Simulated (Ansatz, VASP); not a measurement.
# Cross-check of KSrCl3 between VASP and Ansatz, part 3 of 3

Wanted: the spread between two codes on one cell, functional and k mesh. The cell is generated by rule, not measured, and may not be a known phase. The cell is taken from a series of runs on this material, whose earlier steps may have relaxed, scaled, displaced or heated it; both programs get it as it stands.

VASP 6.6.1 and Ansatz 0.2.0.

So far: The structure; Ansatz: zone-centre phonons, PBEsol; VASP: zone-centre phonons, PBEsol.

## (3) VASP: zone-centre phonons, PBEsol (continued)

Level of this step: PBEsol; plane waves and PAW (K_sv, Sr_sv, Cl); invented cell (VASP).

Numbers of over 12 decimals in the logs are rounded to 6 here.

From OUTCAR (step 3):

```text
ion  position               nearest neighbor table
   1  0.000  0.000  0.000-
   2  0.500  0.500  0.500-   3 2.79   4 2.79   5 2.79   3 2.79   4 2.79   5 2.79
   3  0.500  0.500  0.000-   2 2.79   2 2.79
   4  0.500  0.000  0.500-   2 2.79   2 2.79
   5  0.000  0.500  0.500-   2 2.79   2 2.79

  LATTYP: Found a simple cubic cell.
 ALAT       =     5.5845481721

 Subroutine GETGRP returns: Found 48 space group operations
 (whereof 48 operations were pure point group operations)

The static configuration has the point symmetry O_h .

 Found     10 irreducible k-points:

   k-points           NKPTS =     10   k-points in BZ     NKDIM =     10   number of bands    NBANDS=     26

   dimension x,y,z NGX =    42 NGY =   42 NGZ =   42
   dimension x,y,z NGXF=    84 NGYF=   84 NGZF=   84

   ENCUT  =  500.0 eV  36.75 Ry    6.06 a.u.  10.18 10.18 10.18*2*pi/ulx,y,z

   NELECT =      40.0000    total number of electrons

 k-points in reciprocal lattice and weights: Automatic mesh
   0.00000000  0.00000000  0.00000000       0.016
   0.25000000  0.00000000  0.00000000       0.094
   0.50000000  0.00000000  0.00000000       0.047
   0.25000000  0.25000000  0.00000000       0.188
   0.50000000  0.25000000  0.00000000       0.188
   0.50000000  0.50000000  0.00000000       0.047
   0.25000000  0.25000000  0.25000000       0.125
   0.50000000  0.25000000  0.25000000       0.188
   0.50000000  0.50000000  0.25000000       0.094
   0.50000000  0.50000000  0.50000000       0.016

 average (electrostatic) potential at core
       1 -37.3329       2 -39.2511       3 -94.5994       4 -94.5994       5 -94.5994

  Total        0.0825202      0.0825202      0.0825202      0.0000000     -0.0000000      0.0000000
  in kB        0.7591133      0.7591133      0.7591133      0.0000000     -0.0000000      0.0000000
  external PRESSURE =       0.7591133 kB  Pullay stress =       0.0000000 kB

  energy-cutoff  :      500.00
  volume of cell :      174.17
      direct lattice vectors                 reciprocal lattice vectors
     5.584548172  0.000000000  0.000000000     0.179065516  0.000000000  0.000000000
     0.000000000  5.584548172  0.000000000     0.000000000  0.179065516  0.000000000
     0.000000000  0.000000000  5.584548172     0.000000000  0.000000000  0.179065516

 POSITION                                       TOTAL-FORCE (eV/Angst)
 -----------------------------------------------------------------------------------
      0.00000      0.00000      0.00000         0.000000      0.000000      0.000000
      2.79227      2.79227      2.79227         0.000000      0.000000      0.000000
      2.79227      2.79227      0.00000         0.000000      0.000000      0.000000
      2.79227      0.00000      2.79227         0.000000      0.000000      0.000000
      0.00000      2.79227      2.79227         0.000000      0.000000      0.000000
 -----------------------------------------------------------------------------------
    total drift:                                0.000000     -0.000000     -0.000000

 Eigenvectors and eigenvalues of the dynamical matrix
 ----------------------------------------------------

   1 f  =    7.593857 THz    47.713614 2PiTHz  253.303819 cm-1    31.405657 meV
             X         Y         Z           dx          dy          dz
      0.000000  0.000000  0.000000     0.000000   -0.000000    0.011699
      2.792274  2.792274  2.792274     0.000000    0.000000    0.480621
      2.792274  2.792274  0.000000     0.000000   -0.000000   -0.873689
      2.792274  0.000000  2.792274     0.000000   -0.000000    0.052606
      0.000000  2.792274  2.792274    -0.000000   -0.000000    0.052606

   2 f  =    7.593857 THz    47.713614 2PiTHz  253.303819 cm-1    31.405657 meV
             X         Y         Z           dx          dy          dz
      0.000000  0.000000  0.000000    -0.011658   -0.000983    0.000000
      2.792274  2.792274  2.792274    -0.478921   -0.040386    0.000000
      2.792274  2.792274  0.000000    -0.052420   -0.004421   -0.000000
      2.792274  0.000000  2.792274    -0.052420    0.073416   -0.000000
      0.000000  2.792274  2.792274     0.870599   -0.004421    0.000000

   3 f  =    7.593857 THz    47.713614 2PiTHz  253.303819 cm-1    31.405657 meV
             X         Y         Z           dx          dy          dz
      0.000000  0.000000  0.000000     0.000983   -0.011658    0.000000
      2.792274  2.792274  2.792274     0.040386   -0.478921    0.000000
      2.792274  2.792274  0.000000     0.004421   -0.052420    0.000000
      2.792274  0.000000  2.792274     0.004421    0.870599    0.000000
      0.000000  2.792274  2.792274    -0.073416   -0.052420   -0.000000

   4 f  =    2.243575 THz    14.096796 2PiTHz   74.837597 cm-1     9.278675 meV
             X         Y         Z           dx          dy          dz
      0.000000  0.000000  0.000000    -0.155450    0.304864   -0.201141
      2.792274  2.792274  2.792274     0.246093   -0.482632    0.318428
      2.792274  2.792274  0.000000    -0.167075    0.327663    0.146442
      2.792274  0.000000  2.792274    -0.167075   -0.221958   -0.216183
      0.000000  2.792274  2.792274     0.113176    0.327663   -0.216183

   5 f  =    2.243575 THz    14.096796 2PiTHz   74.837597 cm-1     9.278675 meV
             X         Y         Z           dx          dy          dz
      0.000000  0.000000  0.000000     0.098524   -0.175497   -0.342138
      2.792274  2.792274  2.792274    -0.155973    0.277830    0.541641
      2.792274  2.792274  0.000000     0.105891   -0.188621    0.249096
      2.792274  0.000000  2.792274     0.105891    0.127771   -0.367724
      0.000000  2.792274  2.792274    -0.071731   -0.188621   -0.367724

   6 f  =    2.243575 THz    14.096796 2PiTHz   74.837597 cm-1     9.278675 meV
             X         Y         Z           dx          dy          dz
      0.000000  0.000000  0.000000    -0.351700   -0.183911   -0.006941
      2.792274  2.792274  2.792274     0.556779    0.291151    0.010989
      2.792274  2.792274  0.000000    -0.378001   -0.197665    0.005054
      2.792274  0.000000  2.792274    -0.378001    0.133898   -0.007460
      0.000000  2.792274  2.792274     0.256057   -0.197665   -0.007460

   7 f/i=    0.004556 THz     0.028627 2PiTHz    0.151976 cm-1     0.018843 meV
             X         Y         Z           dx          dy          dz
      0.000000  0.000000  0.000000     0.380414    0.156240   -0.030583
      2.792274  2.792274  2.792274     0.564149    0.231702   -0.045354
      2.792274  2.792274  0.000000     0.360033    0.147869   -0.028845
      2.792274  0.000000  2.792274     0.360033    0.147359   -0.028944
      0.000000  2.792274  2.792274     0.358792    0.147869   -0.028944

   8 f/i=    0.004556 THz     0.028627 2PiTHz    0.151976 cm-1     0.018843 meV
             X         Y         Z           dx          dy          dz
      0.000000  0.000000  0.000000     0.069327   -0.091257    0.396139
      2.792274  2.792274  2.792274     0.102812   -0.135333    0.587471
      2.792274  2.792274  0.000000     0.065613   -0.086368    0.373624
      2.792274  0.000000  2.792274     0.065613   -0.086070    0.374917
      0.000000  2.792274  2.792274     0.065387   -0.086368    0.374917

   9 f/i=    0.004556 THz     0.028627 2PiTHz    0.151976 cm-1     0.018843 meV
             X         Y         Z           dx          dy          dz
      0.000000  0.000000  0.000000    -0.143317    0.370570    0.110448
      2.792274  2.792274  2.792274    -0.212538    0.549551    0.163793
      2.792274  2.792274  0.000000    -0.135639    0.350717    0.104171
      2.792274  0.000000  2.792274    -0.135639    0.349508    0.104531
      0.000000  2.792274  2.792274    -0.135172    0.350717    0.104531

  10 f/i=    1.077119 THz     6.767737 2PiTHz   35.928817 cm-1     4.454604 meV
             X         Y         Z           dx          dy          dz
      0.000000  0.000000  0.000000     0.000000   -0.000000   -0.000000
      2.792274  2.792274  2.792274     0.000000   -0.000000    0.000000
      2.792274  2.792274  0.000000    -0.175975   -0.679943    0.000000
      2.792274  0.000000  2.792274     0.175975   -0.000000   -0.081914
      0.000000  2.792274  2.792274     0.000000    0.679943    0.081914

  11 f/i=    1.077119 THz     6.767737 2PiTHz   35.928817 cm-1     4.454604 meV
             X         Y         Z           dx          dy          dz
      0.000000  0.000000  0.000000     0.000000   -0.000000   -0.000000
      2.792274  2.792274  2.792274     0.000000    0.000000   -0.000000
      2.792274  2.792274  0.000000     0.684856   -0.174971    0.000000
      2.792274  0.000000  2.792274    -0.684856    0.000000   -0.018888
      0.000000  2.792274  2.792274     0.000000    0.174971    0.018888

  12 f/i=    1.077119 THz     6.767737 2PiTHz   35.928817 cm-1     4.454604 meV
             X         Y         Z           dx          dy          dz
      0.000000  0.000000  0.000000     0.000000    0.000000    0.000000
      2.792274  2.792274  2.792274     0.000000    0.000000    0.000000
      2.792274  2.792274  0.000000    -0.002107   -0.084037    0.000000
      2.792274  0.000000  2.792274     0.002107    0.000000    0.702092
      0.000000  2.792274  2.792274     0.000000    0.084037   -0.702092

  13 f/i=    1.973003 THz    12.396743 2PiTHz   65.812292 cm-1     8.159681 meV
             X         Y         Z           dx          dy          dz
      0.000000  0.000000  0.000000    -0.004129   -0.778009   -0.258696
      2.792274  2.792274  2.792274     0.000051    0.009698    0.003225
      2.792274  2.792274  0.000000     0.002033    0.382979    0.013645
      2.792274  0.000000  2.792274     0.002033    0.041037    0.127344
      0.000000  2.792274  2.792274     0.000218    0.382979    0.127344

  14 f/i=    1.973003 THz    12.396743 2PiTHz   65.812292 cm-1     8.159681 meV
             X         Y         Z           dx          dy          dz
      0.000000  0.000000  0.000000     0.000961   -0.258703    0.778016
      2.792274  2.792274  2.792274    -0.000012    0.003225   -0.009698
      2.792274  2.792274  0.000000    -0.000473    0.127348   -0.041037
      2.792274  0.000000  2.792274    -0.000473    0.013646   -0.382983
      0.000000  2.792274  2.792274    -0.000051    0.127348   -0.382983

  15 f/i=    1.973003 THz    12.396743 2PiTHz   65.812292 cm-1     8.159681 meV
             X         Y         Z           dx          dy          dz
      0.000000  0.000000  0.000000     0.819890   -0.003615   -0.002215
      2.792274  2.792274  2.792274    -0.010220    0.000045    0.000028
      2.792274  2.792274  0.000000    -0.403595    0.001780    0.000117
      2.792274  0.000000  2.792274    -0.403595    0.000191    0.001090
      0.000000  2.792274  2.792274    -0.043246    0.001780    0.001090

 ELASTIC MODULI CONTR FROM IONIC RELAXATION (kBar)
 Direction    XX          YY          ZZ          XY          YZ          ZX
 --------------------------------------------------------------------------------
 XX           0.0000      0.0000      0.0000      0.0000      0.0000      0.0000
 YY           0.0000      0.0000      0.0000      0.0000      0.0000      0.0000
 ZZ           0.0000      0.0000      0.0000      0.0000      0.0000      0.0000
 XY           0.0000      0.0000      0.0000      0.0000      0.0000      0.0000
 YZ           0.0000      0.0000      0.0000      0.0000      0.0000      0.0000
 ZX           0.0000      0.0000      0.0000      0.0000      0.0000      0.0000
 --------------------------------------------------------------------------------
```

## (4) Differences

Known differences besides the potentials themselves: fixed occupations in Ansatz, narrow Gaussian smearing in VASP; VASP's run holds the zone centre alone; the cutoff is 420 eV in Ansatz and 500 eV in VASP; Ansatz makes its cores anew for this functional, VASP keeps those of its PBE data sets. Total energies have different zeros and are not compared.

Both answers:

```tsv
quantity	Ansatz	VASP	difference
optical mode 1 to 3 (imaginary, printed as negative) (cm⁻¹)	-65.8	-65.8	0.0
optical mode 4 to 6 (imaginary, printed as negative) (cm⁻¹)	-33.5	-35.9	+2.4
optical mode 7 to 9 (cm⁻¹)	76.0	74.8	+1.55 %
optical mode 10 to 12 (cm⁻¹)	250.2	253.3	-1.25 %
```

Modes are paired by rising frequency, not by their patterns, so a pair may set unlike modes beside each other; they are those without the splitting of longitudinal modes.

## (5) Results

```json
{
 "r.m.s. difference of the optical zone-centre modes, each program's sorted by frequency (zone-centre phonons, PBEsol)": "2.1 cm⁻¹",
 "difference in optical mode 7 to 9 (zone-centre phonons, PBEsol)": "+1.6 %"
}
```

The r.m.s. difference of the optical zone-centre modes, each program's sorted by frequency is 2.1 cm⁻¹ (zone-centre phonons, PBEsol). Among the rows given in per cent, the largest difference of the zone-centre phonons, PBEsol pair is in optical mode 7 to 9, +1.6 %. How closely two codes agree says nothing of how well the functional describes the real material.

[Lines on the potential files, build, host, timing and source positions are cut from VASP's logs without a mark.]

[Logs are printed without paths, hosts, clocks, repeated set-up lines and the standing remarks that a program may print on its own settings, such as how far it seeks lower states.]

[Hosts, paths, dates, database ids (printed as entryN), source tags and the programs' standing remarks are cut or masked in the printed files.]
